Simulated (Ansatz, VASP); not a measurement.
# Al34Ga20O81 (amorphous 37Ga2O3-63Al2O3 (mol %)) in two plane-wave programs

Aim: how closely do two programs agree when they are given the same cell, functional and k mesh? The cell is taken from a series of runs on this material, whose earlier steps may have relaxed, scaled, displaced or heated it; both programs get it as it stands.

Method: plane waves, with VASP 6.6.1 beside it; revPBE, in Ansatz 0.2.0.

### 1. Set-up

The cell holds 135 atoms: 20 Ga, 34 Al and 81 O. Cell: a = 11.052 Å, b = 11.052 Å, c = 11.052 Å, α = 90.0°, β = 90.0°, γ = 90.0°. As first built, before any earlier steps moved the atoms or strained the cell (in the runner's words): 135 atoms (20 Fe, 34 Al, 81 O) placed at random at 3.55 g/cm^3, melted at 5000 K for 10 ps at fixed volume with the Morse and Coulomb pair potential with partial charges (Pedone, Malavasi, Menziani, Cormack and Segre, J. Phys. Chem. B 110, 11780 (2006)). Quenched from 5000 K to 300 K at 50 K/ps and fixed volume, held 10 ps at zero pressure, then minimised at fixed cell. Then Fe was replaced by Ga and the cell scaled by 1.006 (the potential has no terms for the new elements, so the cell is a start for a DFT relaxation).

### 2. VASP: single point, revPBE

With cell and atoms fixed, the geometry can't cause a difference; cores, projectors, grids and the points listed under the comparison can.

Lines of VASP's logs that name or quote its potential files are left out, and so is its time.

INCAR reads:

```
SYSTEM = Al34Ga20O81
PREC = Accurate
ENCUT = 600
EDIFF = 1E-06
NELM = 120
ISMEAR = 0
SIGMA = 0.01
LREAL = Auto
ALGO = Normal
GGA = RE
NBANDS = 518
LORBIT = 11
LWAVE = .FALSE.
LCHARG = .FALSE.
ISIF = 2
LASPH = .TRUE.
GGA_COMPAT = .FALSE.
EFERMI = MIDGAP
```

POSCAR reads:

```
Al34Ga20O81
1.0
   11.0522700000      0.0000000000      0.0000000000
    0.0000000000     11.0522700000      0.0000000000
    0.0000000000      0.0000000000     11.0522700000
Ga Al O
20 34 81
Direct
    0.6865800000      0.8517200000      0.4613400000
    0.2455700000      0.6143200000      0.3685900000
    0.2966500000      0.2573200000      0.3841500000
    0.5779200000      0.5884800000      0.8224900000
    0.0811900000      0.4090700000      0.6886300000
    0.8351800000      0.4296700000      0.8408400000
    0.2442000000      0.7718300000      0.1546900000
    0.5375600000      0.8765800000      0.7411300000
    0.7359000000      0.5317200000      0.3158600000
    0.4479700000      0.5712400000      0.0830000000
    0.1765300000      0.4764100000      0.1683400000
    0.3814900000      0.7787100000      0.5153300000
    0.3820000000      0.5271400000      0.6336000000
    0.8955700000      0.1312000000      0.0029300000
    0.4677000000      0.8548000000      0.0168500000
    0.9594400000      0.6470700000      0.2040200000
    0.8535900000      0.7239800000      0.7376600000
    0.7250900000      0.9323900000      0.9376000000
    0.2992800000      0.4241800000      0.8851300000
    0.3466600000      0.2338800000      0.1156300000
    0.9634300000      0.8187400000      0.0051700000
    0.1509400000      0.8855100000      0.4580800000
    0.8733800000      0.3862700000      0.1354400000
    0.0736600000      0.5891100000      0.9162600000
    0.3267900000      0.7174300000      0.8547700000
    0.4128100000      0.2781100000      0.6068300000
    0.2093900000      0.9888400000      0.0076400000
    0.7660900000      0.0069900000      0.6626400000
    0.0272300000      0.9444700000      0.2073800000
    0.6507400000      0.6159900000      0.5400500000
[... 99 atom lines left out ...]
    0.9689700000      0.6584400000      0.0105500000
    0.3075200000      0.8975100000      0.8730100000
    0.8045300000      0.3711100000      0.2810400000
    0.1832000000      0.2820400000      0.5128400000
    0.8966100000      0.6169700000      0.3697400000
    0.5717300000      0.2711900000      0.6207500000
```

KPOINTS reads:

```
Automatic mesh
0
Gamma
1 1 1
0 0 0
```

PAW data sets: Ga_d, Al and O (PBE family, release 64).

Command:

```bash
> export OMP_NUM_THREADS=3
> mpirun -np 1 vasp_gam
```

Numbers of over 12 decimals in the logs are rounded to 6 here.

What it wrote:

```text
[banner, memory and clock lines left out]
running    1 mpi-ranks, on    1 nodes
[...]
Offloading initialized ...    1 GPUs detected
[...]
|                                                                             |
|               ----> ADVICE to this user running VASP <----                  |
|                                                                             |
|     You enforced a specific xc type in the INCAR file but a different       |
|     [... a line on the potential file left out ...]
|     I HOPE YOU KNOW WHAT YOU ARE DOING!                                     |
|                                                                             |

 LDA part: xc-table for (Slater+PW92), standard interpolation
 POSCAR, INCAR and KPOINTS ok, starting setup
[...]
entering main loop
       N       E                     dE             d eps       ncg     rms          rms(c)
DAV:   1     0.242280440015E+05    0.24228E+05   -0.34280E+05  1052   0.290E+03
DAV:   2     0.548676732824E+04   -0.18741E+05   -0.17667E+05  1036   0.907E+02
DAV:   3    -0.246018080175E+03   -0.57328E+04   -0.53149E+04  1452   0.368E+02
DAV:   4    -0.962086944131E+03   -0.71607E+03   -0.70474E+03  1472   0.138E+02
[...]
DAV:  18    -0.861613467700E+03   -0.12377E-05   -0.19134E-05  1344   0.266E-02    0.830E-03
DAV:  19    -0.861613468161E+03   -0.46145E-06   -0.12852E-05  1432   0.134E-02    0.371E-03
DAV:  20    -0.861613468686E+03   -0.52461E-06   -0.87611E-06  1120   0.846E-03
   1 F= -.86161347E+03 E0= -.86161347E+03  d E =0.000000E+00
```

From OUTCAR (step 2):

```text
  Total       73.5323260    105.0996168     88.6358410      4.2517349     -3.4185899    -10.6911586
  in kB       87.2638618    124.7260754    105.1878297      5.0457101     -4.0569824    -12.6876415
  external PRESSURE =     105.7259223 kB  Pullay stress =       0.0000000 kB

 POSITION                                       TOTAL-FORCE (eV/Angst)
 -----------------------------------------------------------------------------------
      7.58827      9.41344      5.09885        -0.493551      0.013965     -0.406618
      2.71411      6.78963      4.07376         0.008414      0.542364      0.067752
      3.27866      2.84397      4.24573         0.586385     -1.184007     -0.227942
      6.38733      6.50404      9.09038        -0.630151      0.166944     -0.537931
      0.89733      4.52115      7.61092         0.267628      0.031440      0.503135
[...]
9.12166      5.09244      0.09405        -0.423808      0.312007     -1.434891
      8.22046      8.52616      0.04620         0.323916      0.469748      0.217649
      6.02128      9.12630      6.17910         0.472288      0.191730      0.175005
      4.33636      6.22199      9.25528         0.173103     -0.175081     -0.315017
     10.34426      0.49293      3.33989        -0.702207      0.813094     -0.733201
      6.57886      6.10572     11.00883         0.077271     -0.222747     -0.249957
      7.80578      9.71417      3.25788         0.517310      0.244593      0.781350
      6.11909      6.43949      7.20597        -1.401562     -0.686209      1.591454
[...]
-----------------------------------------------------------------------------------
    total drift:                               -0.002889     -0.004634     -0.022882

  FREE ENERGIE OF THE ION-ELECTRON SYSTEM (eV)
  ---------------------------------------------------
  free  energy   TOTEN  =      -861.6134686858 eV

  energy  without entropy=     -861.6134686858  energy(sigma->0) =     -861.61346869

[... 3 further parts left out ...]
[key lines of the parts left out:]
E-fermi :   6.3684
```

The run ends at a pressure of 10.57 GPa, with forces up to 2.3 eV/Å.

### 3. Ansatz: single point, revPBE

Ansatz runs on its default PAW (the set named soft_2) files.

The same cell, functional and mesh now go to Ansatz, which takes its cutoff from its data sets.

input.yaml reads:

```yaml
crystal:
  lattice:
    - [11.05227, 0.0, 0.0]
    - [0.0, 11.05227, 0.0]
    - [0.0, 0.0, 11.05227]
  atoms:
    - { symbol: Ga, position: [0.68658, 0.85172, 0.46134] }
    - { symbol: Ga, position: [0.24557, 0.61432, 0.36859] }
    - { symbol: Ga, position: [0.29665, 0.25732, 0.38415] }
    - { symbol: Ga, position: [0.57792, 0.58848, 0.82249] }
    - { symbol: Ga, position: [0.08119, 0.40907, 0.68863] }
    - { symbol: Ga, position: [0.83518, 0.42967, 0.84084] }
    - { symbol: Ga, position: [0.2442, 0.77183, 0.15469] }
    - { symbol: Ga, position: [0.53756, 0.87658, 0.74113] }
    - { symbol: Ga, position: [0.7359, 0.53172, 0.31586] }
    - { symbol: Ga, position: [0.44797, 0.57124, 0.083] }
    - { symbol: Ga, position: [0.17653, 0.47641, 0.16834] }
    - { symbol: Ga, position: [0.38149, 0.77871, 0.51533] }
    - { symbol: Ga, position: [0.382, 0.52714, 0.6336] }
    - { symbol: Ga, position: [0.89557, 0.1312, 0.00293] }
    - { symbol: Ga, position: [0.4677, 0.8548, 0.01685] }
    - { symbol: Ga, position: [0.95944, 0.64707, 0.20402] }
    - { symbol: Ga, position: [0.85359, 0.72398, 0.73766] }
    - { symbol: Ga, position: [0.72509, 0.93239, 0.9376] }
    - { symbol: Ga, position: [0.29928, 0.42418, 0.88513] }
    - { symbol: Ga, position: [0.34666, 0.23388, 0.11563] }
    - { symbol: Al, position: [0.96343, 0.81874, 0.00517] }
    - { symbol: Al, position: [0.15094, 0.88551, 0.45808] }
    - { symbol: Al, position: [0.87338, 0.38627, 0.13544] }
    - { symbol: Al, position: [0.07366, 0.58911, 0.91626] }
    - { symbol: Al, position: [0.32679, 0.71743, 0.85477] }
    - { symbol: Al, position: [0.41281, 0.27811, 0.60683] }
    - { symbol: Al, position: [0.20939, 0.98884, 0.00764] }
    - { symbol: Al, position: [0.76609, 0.00699, 0.66264] }
    - { symbol: Al, position: [0.02723, 0.94447, 0.20738] }
    - { symbol: Al, position: [0.65074, 0.61599, 0.54005] }
[... 99 atom lines left out ...]
    - { symbol: O, position: [0.96897, 0.65844, 0.01055] }
    - { symbol: O, position: [0.30752, 0.89751, 0.87301] }
    - { symbol: O, position: [0.80453, 0.37111, 0.28104] }
    - { symbol: O, position: [0.1832, 0.28204, 0.51284] }
    - { symbol: O, position: [0.89661, 0.61697, 0.36974] }
    - { symbol: O, position: [0.57173, 0.27119, 0.62075] }
kpoints:
  mp_grid: { grid: [1, 1, 1] }
hamiltonian:
  xc: revpbe
scf:
  occupations: { method: fixed }
output:
  forces: true
  stress: true
  populations: intrinsic
  dos:
    method: { smearing: { sigma: 0.08 } }
    de: 0.1
    projected: { site_lists: { Al: [Al], Ga: [Ga], O: [O] } }
  eigenvalues: true
```

Command:

```bash
> ansatz run input.yaml --threads 4 --pin off --max-ram 8192MiB --backend cpu --events-out ev --progress --plain --runs-dir out
```

What it wrote:

```text
Engine: ansatz 0.2.0, aarch64-unknown-linux-gnu
Pseudopotentials: kind: paw
Pseudopotential: Ga, paw, valence charge 13, recommended cutoff 420 eV (normal), Ga.paw.azcp
Pseudopotential: Al, paw, valence charge 3, recommended cutoff 420 eV (normal), Al.paw.azcp
Pseudopotential: O, paw, valence charge 6, recommended cutoff 420 eV (normal), O.paw.azcp
Functional definition: revPBE
  parameter kappa = 1.245
  parameter beta = 0.066725
  exchange = pbe_x(kappa = kappa, mu = beta*pi^2/3)
  correlation = pbe_c(beta = beta)
Crystal: 135 atoms, lattice volume = 1350.064 Å³
Basis set: ecut = 420 eV, 26529 PW (Γ), exchange–correlation on 150×150×150 points (8 copies of the dense FFT grid, shifted against one another)
Bands: 559, of which v1, the nominal top of the filled ones, is band 424 counted from 1 (423 counted from 0)
Symmetry: 1 space group operations
Space group: P1 (ITA 1), of the structure as read, at distance tolerance 1.1e-4 Å
k-points: 1
Non-local potential: Ga, projectors of the file, l = 0: 2, l = 1: 2, l = 2: 3, l = 3: 1
Non-local potential: Al, projectors of the file, l = 0: 2, l = 1: 2, l = 2: 1
Non-local potential: O, projectors of the file, l = 0: 2, l = 1: 2, l = 2: 1
PAW form: soft (Blöchl's): semilocal exchange-correlation on the pseudo side does not see the compensation charge
PAW frozen core: Ga, regenerated for the run's functional, and the local potential with it (the file was generated under x = pbe(κ = 0.804, μ = 0.219515), c = pbe(β = 0.066725))
PAW frozen core: Al, regenerated for the run's functional, and the local potential with it (the file was generated under x = pbe(κ = 0.804, μ = 0.219515), c = pbe(β = 0.066725))
PAW frozen core: O, regenerated for the run's functional, and the local potential with it (the file was generated under x = pbe(κ = 0.804, μ = 0.219515), c = pbe(β = 0.066725))
PAW one-centre angular grid: Ga, 590 points (default); XC on 64 Gauss nodes
PAW one-centre angular grid: Al, 110 points (default); XC on 64 Gauss nodes
PAW one-centre angular grid: O, 110 points (default); XC on 64 Gauss nodes
Initial density: superposition of atomic densities (neutral atoms: chi_scale 0, normalization atom), corrected by the library's trained network
Initial wavefunctions: pseudopotential atomic-orbital guess
Functional: x = revpbe(κ = 1.245, μ = 0.219515), c = pbe(β = 0.066725)
SCF iter   1: F=—  HF=-140262.833618 eV  |F-HF|=—  |Δ(HF+E_count)|=         —  Δρ=4.45e-3  dr2=2.84e-1  ethr=1.77e-3  ⟨swp⟩=5.0  Hψ=1961  notcnv=0  defer=133
preconditioner: auto → Resta (q_TF=auto, 2.525 Å⁻¹)  ε∞=3.9  [insulator: Δε(μ)=2.590 eV  Ē_g=17.161 eV  n_scr=364 (ndim 8)  ℏωp=29.4 eV  f_vac=0.016  ε∞_Penn≈3.9]
SCF iter   2: F=—  HF=-140262.787855 eV  |F-HF|=—  |Δ(HF+E_count)|=   4.58e-2  Δρ=2.12e-3  dr2=4.71e-2  ethr=3.35e-5  ⟨swp⟩=2.0  Hψ=1061  notcnv=0  defer=133
SCF iter   3: F=—  HF=-140262.789559 eV  |F-HF|=—  |Δ(HF+E_count)|=   1.70e-3  Δρ=8.68e-4  dr2=1.19e-2  ethr=5.55e-6  ⟨swp⟩=4.0  Hψ=850  notcnv=0  defer=133
SCF iter   4: F=—  HF=-140262.790367 eV  |F-HF|=—  |Δ(HF+E_count)|=   8.08e-4  Δρ=3.03e-4  dr2=1.12e-3  ethr=1.40e-6  ⟨swp⟩=2.0  Hψ=781  notcnv=0  defer=133
SCF iter   5: F=—  HF=-140262.790542 eV  |F-HF|=—  |Δ(HF+E_count)|=   1.75e-4  Δρ=1.35e-4  dr2=2.28e-4  ethr=1.32e-7  ⟨swp⟩=2.0  Hψ=847  notcnv=0  defer=132
SCF iter   6: F=—  HF=-140262.790706 eV  |F-HF|=—  |Δ(HF+E_count)|=   1.64e-4  Δρ=4.91e-5  dr2=3.34e-5  ethr=2.69e-8  ⟨swp⟩=2.0  Hψ=821  notcnv=0  defer=129
SCF iter   7: F=—  HF=-140262.789359 eV  |F-HF|=—  |Δ(HF+E_count)|=   1.35e-3  Δρ=2.26e-5  dr2=7.06e-6  ethr=3.93e-9  ⟨swp⟩=2.0  Hψ=983  notcnv=0  defer=129
SCF iter   8: F=—  HF=-140262.789366 eV  |F-HF|=—  |Δ(HF+E_count)|=   7.41e-6  Δρ=7.44e-6  dr2=8.98e-7  ethr=8.33e-10  ⟨swp⟩=2.0  Hψ=854  notcnv=0  defer=129
SCF iter   9: F=—  HF=-140262.789367 eV  |F-HF|=—  |Δ(HF+E_count)|=   1.16e-6  Δρ=5.95e-6  dr2=3.92e-7  ethr=1.06e-10  ⟨swp⟩=2.0  Hψ=854  notcnv=0  defer=129
SCF iter  10: F=-140262.789367 eV  HF=-140262.789367 eV  |F-HF|=2.60e-8  |Δ(HF+E_count)|=   3.41e-8  Δρ=1.39e-6  dr2=2.46e-8  ethr=1.18e-11  ⟨swp⟩=13.0  Hψ=3473  notcnv=0
SCF 1 converged in 10 iterations: F = -140262.789367 eV  dr2 = 2.46e-8
  greatest PAW one-centre occupation: 0.998 electrons in one spin orbital (limit 2), on the Ga atom at site 19 (counted from 0), in its partial waves of l = 2
SCF converged after 10 iterations
Free energy (F): -140262.789367 eV
Harris-Foulkes:  -140262.789367 eV  (|F-HF|=2.60e-8)
Internal energy: -140262.789367 eV  (E = F + TS)
E sigma→0 (E₀):  -140262.789367 eV
Fermi energy:    7.663341 eV
--- Per-component energies (eV) ---
  E_band       = -707.995167
  E_kinetic    = 17646.656620
  E_local      = -76089.775719  (includes V_loc(G=0)·N_el)
  E_nonlocal   = 12837.057459
  E_hartree    = 33168.541075
  E_xc         = -8779.428622
[...]
atom 135  O      0.03735058     0.33757096    -0.44816483
  max |Σ_I F_I| component: 4.80e-5 eV/Å
--- Stress (GPa, compression-positive) ---
        8.996520       0.483361      -1.267873
        0.483370      12.755546      -0.409866
       -1.267857      -0.409853      10.779285
  P = ⅓ Tr σ = 10.8438 GPa (108.438 kbar)
--- Band table (eV) ---
  k-point 0: bands = [... 420 lower, 7.3972, 7.4130, 7.4588, 7.6633, 10.1457, 11.5066, 11.7850, 11.9905, ... 131 higher]
--- intrinsic populations: 135 sites ---
  site symbol       q [e]
     0     Ga     11.9447
     1     Ga     11.9609
     2     Ga     11.9577
     3     Ga     11.9672
     4     Ga     11.9413
     5     Ga     11.9522
     6     Ga     11.9684
     7     Ga     11.9591
     8     Ga     11.9613
     9     Ga     11.9447
    10     Ga     11.9493
    11     Ga     12.0022
    12     Ga     11.9564
    13     Ga     11.9279
    14     Ga     11.9637
    15     Ga     11.9669
    16     Ga     11.9285
    17     Ga     11.9562
    18     Ga     11.9578
    19     Ga     11.9564
    20     Al      1.7065
    21     Al      1.6797
    22     Al      1.6136
    23     Al      1.6256
[...]
127      O      6.8250
   128      O      6.9067
   129      O      6.8667
   130      O      6.8595
   131      O      6.8322
   132      O      6.8296
   133      O      6.8141
   134      O      6.9265
  spilling = -0.000000 (of n_electrons = 848.000000)
```

### 4. Side by side

Known differences besides the potentials themselves: fixed occupations in Ansatz, narrow Gaussian smearing in VASP; the cutoff is 420 eV in Ansatz and 600 eV in VASP (PREC = Accurate, projectors in real space); Ansatz makes its cores anew for this functional, VASP keeps those of its PBE data sets. Total energies have different zeros and are not compared.

Both answers:

| quantity | Ansatz | VASP | difference |
| --- | --- | --- | --- |
| pressure (GPa) | 10.84 | 10.57 | +0.27 |
| gap on the k mesh (eV) | 2.482 | 2.465 | +0.017 |

Forces on 10 of the 135 atoms, those with the largest forces and the largest differences (eV/Å; atoms numbered as in POSCAR):

| atom | Ansatz x, y, z | VASP x, y, z |
| --- | --- | --- |
| Ga14 | -1.519, -0.052, -0.953 | -1.494, -0.052, -0.944 |
| O70 | -0.311, -0.244, 0.229 | -0.358, -0.218, 0.263 |
| O80 | -1.432, -0.702, 1.623 | -1.402, -0.686, 1.591 |
| O87 | -1.470, -0.891, -0.509 | -1.477, -0.894, -0.523 |
| O96 | -0.106, -0.856, -0.615 | -0.092, -0.830, -0.562 |
| O99 | 1.422, 1.254, -0.674 | 1.389, 1.276, -0.668 |
| O100 | 1.307, 1.458, -1.112 | 1.299, 1.441, -1.076 |
| O111 | 0.469, -0.068, 0.335 | 0.444, -0.081, 0.279 |
| O116 | -0.287, 1.929, -0.241 | -0.290, 1.893, -0.230 |
| O134 | -0.551, -1.026, -2.032 | -0.545, -1.021, -1.994 |

The forces differ by 20 meV/Å r.m.s., which is 3.4 % of the r.m.s. force of 0.596 eV/Å (both taken over all components). A gap on the mesh is an upper bound, since the band edges may lie between its points.

### 5. What came out

| Quantity | Value |
| --- | --- |
| r.m.s. force difference (single point, revPBE) | 3.4 % of the r.m.s. force |

In words: The r.m.s. force difference is 3.4 % of the r.m.s. force (single point, revPBE), beyond the 3 % picked in this series as the mark of a large difference. What causes the difference of the single point, revPBE pair stays open here. How closely two codes agree says nothing of how well the functional describes the real material.

[Lines on the potential files, build, host, timing and source positions are cut from VASP's logs without a mark.]

[Logs are printed without paths, hosts, clocks, repeated set-up lines and the standing remarks that a program may print on its own settings, such as how far it seeks lower states.]

[Hosts, paths, dates, database ids (printed as entryN), source tags and the programs' standing remarks are cut or masked in the printed files.]
